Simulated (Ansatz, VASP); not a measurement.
## ZnS (Wurtzite-2H): VASP beside Ansatz

Wanted: the spread between two codes on one cell, functional and k mesh. The cell is taken from a series of runs on this material, whose earlier steps may have relaxed, scaled, displaced or heated it; both programs get it as it stands.

Method: plane waves, with VASP 6.6.1 beside it; zone-centre phonons at PBE, in Ansatz 0.2.0.

## (1) Set-up

Symmetry: P6_3mc, No. 186, hexagonal system. The conventional cell has a = 3.845 Å, b = 3.845 Å, c = 6.305 Å, α = 90.00°, β = 90.00°, γ = 120.00°. Zn has 4 S at 2.36 Å nearest. S has 4 Zn at 2.36 Å nearest. Farther neighbours and most contacts between anions are not listed.

As a file:

```cif
data_structure
_symmetry_space_group_name_H-M 'P 1'
_symmetry_Int_Tables_number 1
_cell_length_a 3.8449
_cell_length_b 3.8449
_cell_length_c 6.3049
_cell_angle_alpha 90.000
_cell_angle_beta 90.000
_cell_angle_gamma 120.000
_cell_volume 80.72
loop_
_atom_site_label
_atom_site_type_symbol
_atom_site_fract_x
_atom_site_fract_y
_atom_site_fract_z
_atom_site_occupancy
Zn1 Zn 0.33333 0.66667 0.00023 1
Zn2 Zn 0.66667 0.33333 0.50023 1
S3 S 0.33333 0.66667 0.37477 1
S4 S 0.66667 0.33333 0.87477 1
```

## (2) VASP: zone-centre phonons, PBE

Second derivatives magnify differences that forces hide, and they need a tight electronic threshold.

Lines of VASP's logs that name or quote its potential files are left out, and so is its time.

File INCAR:

```
SYSTEM = ZnS
PREC = Accurate
ENCUT = 500
EDIFF = 1E-08
NELM = 120
ISMEAR = 0
SIGMA = 0.01
LREAL = .FALSE.
ALGO = Normal
GGA = PE
NBANDS = 24
LORBIT = 11
LWAVE = .FALSE.
LCHARG = .FALSE.
ISIF = 2
IBRION = 8
LEPSILON = .TRUE.
LASPH = .TRUE.
GGA_COMPAT = .FALSE.
EFERMI = MIDGAP
KPAR = 2
```

File POSCAR:

```
ZnS
1.0
    3.8448728206      0.0000000000      0.0000000000
   -1.9224364103      3.3297575370      0.0000000000
    0.0000000000      0.0000000000      6.3049189465
Zn S
2 2
Direct
    0.3333333333      0.6666666667      0.0002307343
    0.6666666667      0.3333333333      0.5002307343
    0.3333333333      0.6666666667      0.3747692657
    0.6666666667      0.3333333333      0.8747692657
```

File KPOINTS:

```
Automatic mesh
0
Gamma
9 9 4
0 0 0
```

Potentials, in the order of the species: Zn and S (PBE family, release 64).

On the command line:

```
mpirun -np 2 vasp_std
```

Numbers of over 12 decimals in the logs are rounded to 6 here.

The program printed:

```text
[banner, memory and clock lines left out]
running    2 mpi-ranks, on    1 nodes
 distrk:  each k-point on    1 cores,    2 groups
 distr:  one band on    1 cores,    1 groups

 POSCAR found type information on POSCAR ZnS
 POSCAR found :  2 types and       4 ions
 LDA part: xc-table for (Slater+PW92), standard interpolation
 POSCAR, INCAR and KPOINTS ok, starting setup
 FFT: planning ... GRIDC
 FFT: planning ... GRID_SOFT
 FFT: planning ... GRID
 WAVECAR not read
 entering main loop
       N       E                     dE             d eps       ncg     rms          rms(c)
DAV:   1     0.230920084222E+03    0.23092E+03   -0.17031E+04  1728   0.175E+03
DAV:   2     0.652751466639E+01   -0.22439E+03   -0.21646E+03  1888   0.357E+02
DAV:   3    -0.141191133477E+02   -0.20647E+02   -0.20546E+02  2104   0.109E+02
DAV:   4    -0.145400335039E+02   -0.42092E+00   -0.42061E+00  2064   0.163E+01
DAV:   5    -0.145478725583E+02   -0.78391E-02   -0.78384E-02  2184   0.208E+00    0.936E+00
DAV:   6    -0.136896125649E+02    0.85826E+00   -0.18444E+00  2656   0.394E+01    0.729E+00
DAV:   7    -0.137025489956E+02   -0.12936E-01   -0.15242E+00  2008   0.704E+00    0.333E+00
DAV:   8    -0.136921576964E+02    0.10391E-01   -0.67899E-02  2304   0.321E+00    0.101E+00
DAV:   9    -0.136928287434E+02   -0.67105E-03   -0.13024E-02  2400   0.198E+00    0.245E-01
DAV:  10    -0.136929860912E+02   -0.15735E-03   -0.10381E-03  2064   0.380E-01    0.122E-01
DAV:  11    -0.136932291886E+02   -0.24310E-03   -0.46032E-04  2016   0.132E-01    0.974E-02
DAV:  12    -0.136932244951E+02    0.46935E-05   -0.14604E-05  2104   0.251E-02    0.830E-03
DAV:  13    -0.136932274848E+02   -0.29897E-05   -0.38216E-06  2000   0.130E-02    0.333E-03
DAV:  14    -0.136932276416E+02   -0.15673E-06   -0.32478E-07  2112   0.393E-03    0.132E-03
DAV:  15    -0.136932276870E+02   -0.45476E-07   -0.37397E-08  1840   0.137E-03    0.958E-04
DAV:  16    -0.136932276902E+02   -0.31127E-08   -0.33599E-09  1480   0.706E-04
   1 F= -.13693228E+02 E0= -.13693228E+02  d E =0.000000E+00
 Linear response reoptimize wavefunctions to high precision
DAV:   1    -0.136932276916E+02   -0.14384E-08   -0.11981E-09  1440   0.406E-04
DAV:   2    -0.136932276916E+02   -0.34106E-10   -0.23013E-10  1152   0.117E-04
 Linear response G [H, r] |phi>, progress :
  Direction:   1
       N       E                     dE             d eps       ncg     rms
RMM:   1    -0.832630675850E+02   -0.83263E+02    0.42413E+02  3257   0.898E+01
RMM:   2    -0.906764697748E+02   -0.74134E+01   -0.26010E+01  2852   0.330E+01
RMM:   3    -0.911884203591E+02   -0.51195E+00   -0.16814E+00  3078   0.831E+00
RMM:   4    -0.912051400376E+02   -0.16720E-01   -0.80778E-02  3142   0.170E+00
RMM:   5    -0.912057619211E+02   -0.62188E-03   -0.84772E-03  3167   0.435E-01
RMM:   6    -0.912059127230E+02   -0.15080E-03   -0.11254E-03  3219   0.124E-01
RMM:   7    -0.912059375454E+02   -0.24822E-04   -0.20165E-04  3268   0.397E-02
RMM:   8    -0.912059420630E+02   -0.45176E-05   -0.37702E-05  3295   0.134E-02
RMM:   9    -0.912059426059E+02   -0.54298E-06   -0.44792E-05  3337   0.521E-03
RMM:  10    -0.912059427134E+02   -0.10742E-06    0.39067E-05  2877   0.252E-03
RMM:  11    -0.912059427931E+02   -0.79719E-07    0.11984E-05  2440   0.148E-03
RMM:  12    -0.912059429062E+02   -0.11315E-06    0.55794E-05  2257   0.112E-03
RMM:  13    -0.912059426953E+02    0.21091E-06    0.42064E-05  2186   0.958E-04
RMM:  14    -0.912059429917E+02   -0.29640E-06    0.74014E-05  2142   0.921E-04
RMM:  15    -0.912059426717E+02    0.31999E-06    0.32302E-05  2090   0.880E-04
RMM:  16    -0.912059429146E+02   -0.24282E-06    0.52772E-05  2055   0.884E-04
 Linear response G [H, r] |phi>, progress :
  Direction:   2
       N       E                     dE             d eps       ncg     rms
RMM:   1    -0.967741282032E+02   -0.96774E+02    0.25890E+02  3315   0.869E+01
RMM:   2    -0.101547080614E+03   -0.47730E+01   -0.19659E+01  2831   0.311E+01
RMM:   3    -0.102044802592E+03   -0.49772E+00   -0.12129E+00  3078   0.733E+00
RMM:   4    -0.102064615520E+03   -0.19813E-01   -0.54775E-02  3107   0.154E+00
RMM:   5    -0.102065579450E+03   -0.96393E-03   -0.69091E-03  3145   0.413E-01
RMM:   6    -0.102065725334E+03   -0.14588E-03   -0.97761E-04  3195   0.123E-01
RMM:   7    -0.102065735310E+03   -0.99763E-05   -0.22870E-04  3251   0.404E-02
RMM:   8    -0.102065737837E+03   -0.25267E-05   -0.63045E-05  3285   0.146E-02
RMM:   9    -0.102065736509E+03    0.13277E-05   -0.54853E-05  3298   0.577E-03
RMM:  10    -0.102065736226E+03    0.28307E-06   -0.21378E-05  2897   0.276E-03
RMM:  11    -0.102065735933E+03    0.29331E-06   -0.12744E-05  2475   0.159E-03
RMM:  12    -0.102065735965E+03   -0.32231E-07   -0.16729E-05  2223   0.108E-03
RMM:  13    -0.102065735725E+03    0.24018E-06    0.15154E-05  2171   0.926E-04
RMM:  14    -0.102065735955E+03   -0.23026E-06   -0.51725E-06  2102   0.868E-04
[...]
RMM:   5    -0.116698564522E+01   -0.28806E-01   -0.62690E-03  8024   0.386E-01    0.673E-02
RMM:   6    -0.116741978071E+01   -0.43414E-03   -0.14698E-03  8152   0.172E-01    0.419E-02
RMM:   7    -0.116981774371E+01   -0.23980E-02   -0.13289E-04  8149   0.561E-02    0.888E-03
RMM:   8    -0.117027312257E+01   -0.45538E-03   -0.18684E-05  8187   0.187E-02    0.411E-03
[...]
RMM:   8    -0.120001160768E+01   -0.40683E-03   -0.94059E-06  3093   0.145E-02    0.305E-03
RMM:   9    -0.119997690943E+01    0.34698E-04   -0.23299E-06  3110   0.436E-03    0.755E-04
RMM:  11    -0.120001495918E+01   -0.10220E-04    0.70291E-08  3143   0.637E-04    0.136E-04
RMM:  12    -0.120001187474E+01    0.30844E-05   -0.78400E-08  2696   0.329E-04    0.195E-05
RMM:  13    -0.120001108967E+01    0.78507E-06   -0.66711E-08  2013   0.101E-04    0.116E-05
RMM:  14    -0.120001063723E+01    0.45243E-06    0.31843E-08  1517   0.630E-05    0.445E-06
 change of polarisation eV/A/(eV/A) component  3 :    -0.175    -0.161     2.219
 dielectric tensor                  component  3 :    -0.392    -0.362     5.975
 Linear response DOF=           4
 Linear response progress:
  Degree of freedom:   1/  4
       N       E                     dE             d eps       ncg     rms          rms(c)
RMM:   1    -0.212164156290E+00   -0.21216E+00   -0.12855E-02 11712   0.179E+00
RMM:   2    -0.209973194175E+00    0.21910E-02   -0.35346E-03 12281   0.388E-01    0.117E-01
RMM:   3    -0.209713366720E+00    0.25983E-03   -0.10542E-04 14077   0.630E-02    0.689E-02
RMM:   4    -0.209331397999E+00    0.38197E-03   -0.14767E-05 13935   0.265E-02    0.371E-03
RMM:   5    -0.209313851240E+00    0.17547E-04   -0.31118E-06 14387   0.418E-03    0.178E-03
RMM:   6    -0.209307405988E+00    0.64453E-05   -0.91423E-07 14152   0.258E-03    0.423E-04
RMM:   7    -0.209307820613E+00   -0.41463E-06   -0.67349E-07 14557   0.552E-04    0.201E-04
RMM:   8    -0.209307126760E+00    0.69385E-06   -0.52046E-07 14148   0.435E-04    0.384E-05
RMM:   9    -0.209306973294E+00    0.15347E-06   -0.28545E-07 14606   0.886E-05    0.263E-05
RMM:  10    -0.209306960312E+00    0.12982E-07   -0.38640E-08 14017   0.542E-05    0.494E-06
RMM:  11    -0.209306974793E+00   -0.14481E-07   -0.54530E-08 14625   0.177E-05    0.281E-06
RMM:  12    -0.209306993680E+00   -0.18888E-07   -0.21431E-08 13358   0.121E-05    0.874E-07
RMM:  13    -0.209306996024E+00   -0.23431E-08   -0.76525E-09 10925   0.813E-06    0.293E-07
 first order change of Fermi-energy  -0.14756E+00
 force on displaced ion       1 direction 1 :  -5.348   0.000   0.000
 Born effective charge ion    1 direction 1 :   1.979  -0.000   0.000
 Linear response progress:
  Degree of freedom:   2/  4
       N       E                     dE             d eps       ncg     rms          rms(c)
RMM:   1    -0.217916536601E+00   -0.21792E+00   -0.95331E-03  3099   0.181E+00
RMM:   2    -0.215558922087E+00    0.23576E-02   -0.34708E-03  3267   0.403E-01    0.137E-01
RMM:   3    -0.215181933247E+00    0.37699E-03   -0.21560E-04  3647   0.775E-02    0.742E-02
RMM:   4    -0.214764534822E+00    0.41740E-03   -0.55309E-05  3654   0.426E-02    0.191E-02
RMM:   5    -0.214653210708E+00    0.11132E-03    0.35323E-06  3732   0.192E-02    0.733E-03
RMM:   6    -0.214658547759E+00   -0.53371E-05   -0.98142E-07  3550   0.542E-03    0.447E-03
RMM:   7    -0.214665066704E+00   -0.65189E-05    0.13366E-06  3521   0.305E-03    0.424E-04
RMM:   8    -0.214665939723E+00   -0.87302E-06   -0.79431E-07  3660   0.732E-04    0.192E-04
RMM:   9    -0.214666090003E+00   -0.15028E-06   -0.29999E-07  3739   0.310E-04    0.484E-05
RMM:  10    -0.214666090814E+00   -0.81087E-09    0.37543E-08  3830   0.120E-04    0.350E-05
 first order change of Fermi-energy   0.68587E-01
 force on displaced ion       1 direction 3 :   0.000  -0.000  -7.118
 Born effective charge ion    1 direction 3 :   0.000  -0.000   2.083
 Linear response progress:
  Degree of freedom:   3/  4
       N       E                     dE             d eps       ncg     rms          rms(c)
RMM:   1    -0.108320735925E+00   -0.10832E+00    0.46674E-02 19741   0.188E+00
RMM:   2    -0.105392391666E+00    0.29283E-02   -0.64284E-03 12144   0.594E-01    0.159E-01
RMM:   3    -0.105826231228E+00   -0.43384E-03   -0.45153E-04 13642   0.137E-01    0.760E-02
RMM:   4    -0.106253561908E+00   -0.42733E-03   -0.77209E-05 13477   0.470E-02    0.195E-02
RMM:   5    -0.106342098642E+00   -0.88537E-04   -0.83692E-06 14081   0.143E-02    0.961E-03
RMM:   6    -0.106320720429E+00    0.21378E-04   -0.13997E-06 14021   0.455E-03    0.394E-03
RMM:   7    -0.106331986371E+00   -0.11266E-04    0.58660E-08 13291   0.187E-03    0.525E-04
RMM:   8    -0.106329478966E+00    0.25074E-05   -0.13012E-07 14073   0.592E-04    0.103E-04
RMM:   9    -0.106328339818E+00    0.11391E-05   -0.54062E-08 13724   0.238E-04    0.678E-05
RMM:  10    -0.106328705368E+00   -0.36555E-06   -0.16373E-08 14076   0.820E-05    0.162E-05
RMM:  11    -0.106328967916E+00   -0.26255E-06   -0.91353E-09 13668   0.418E-05    0.806E-06
RMM:  12    -0.106328924924E+00    0.42992E-07    0.15199E-08 14378   0.193E-05    0.149E-06
RMM:  13    -0.106328929234E+00   -0.43102E-08   -0.29442E-08 12073   0.103E-05    0.151E-06
 first order change of Fermi-energy  -0.80764E-01
 force on displaced ion       3 direction 1 :  -6.067   0.000   0.000
 Born effective charge ion    3 direction 1 :  -1.983  -0.000  -0.000
 Linear response progress:
  Degree of freedom:   4/  4
       N       E                     dE             d eps       ncg     rms          rms(c)
RMM:   1    -0.126676943799E+00   -0.12668E+00    0.58930E-02  5320   0.189E+00
RMM:   2    -0.123127437725E+00    0.35495E-02   -0.60696E-03  3141   0.654E-01    0.177E-01
RMM:   3    -0.123437857866E+00   -0.31042E-03   -0.70738E-04  3596   0.162E-01    0.853E-02
RMM:   4    -0.123698493991E+00   -0.26064E-03   -0.93481E-05  3309   0.571E-02    0.291E-02
RMM:   5    -0.123749440049E+00   -0.50946E-04   -0.12936E-05  3621   0.206E-02    0.879E-03
RMM:   6    -0.123739249382E+00    0.10191E-04    0.91912E-07  3704   0.449E-03    0.492E-03
RMM:   7    -0.123743155433E+00   -0.39061E-05    0.23483E-07  3660   0.167E-03    0.100E-03
RMM:   8    -0.123743947550E+00   -0.79212E-06    0.23434E-07  3363   0.835E-04    0.224E-04
RMM:   9    -0.123744128783E+00   -0.18123E-06    0.17207E-08  3670   0.264E-04    0.756E-05
RMM:  10    -0.123744232177E+00   -0.10339E-06    0.10364E-07  3802   0.845E-05    0.386E-05
RMM:  11    -0.123744194237E+00    0.37940E-07    0.14482E-07  3731   0.337E-05    0.124E-05
RMM:  12    -0.123744187479E+00    0.67578E-08    0.94054E-08  3537   0.261E-05    0.440E-06
 first order change of Fermi-energy  -0.68677E-01
 force on displaced ion       3 direction 3 :  -0.000  -0.000  -8.658
 Born effective charge ion    3 direction 3 :  -0.000  -0.000  -2.088
 Born effective charges drift removed
 Linear response finished
```

(Continued in part 2 of 3.)

[Lines on the potential files, build, host, timing and source positions are cut from VASP's logs without a mark.]

[Logs are printed without paths, hosts, clocks, repeated set-up lines and the standing remarks that a program may print on its own settings, such as how far it seeks lower states.]

[Hosts, paths, dates, database ids (printed as entryN), source tags and the programs' standing remarks are cut or masked in the printed files.]
